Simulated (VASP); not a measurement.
Here is the system:

```
K2S
1.0
    0.00000     3.10789     3.10789
    3.10789     0.00000     3.10789
    3.10789     3.10789     0.00000
K S
2 1
Direct
  0.25000   0.25000   0.25000
  0.75000   0.75000   0.75000
  0.00000   0.00000   0.00000
```

These are PBEsol GGA, VASP's PBE PAW potentials (set 64) (plane waves; VASP) values and carry that method's errors. Settings: 500 eV cut-off, 6×6×6 Γ-centred mesh, Gaussian smearing of 0.050 eV, potentials K_sv S.

Problem. What does the run give for the energy per atom (σ→0), pressure, band gap (on the k-mesh) with the smallest direct gap where there is one?

Solution. 
```yaml
band gap (on the k-mesh): 2.93 eV
smallest direct gap (on the k-mesh): 2.93 eV
energy per atom (σ→0): -2.505 eV/atom
pressure: 29.95 GPa
```

The compound is K2S in the antifluorite structure. It was relaxed first under an external pressure of 30 GPa.
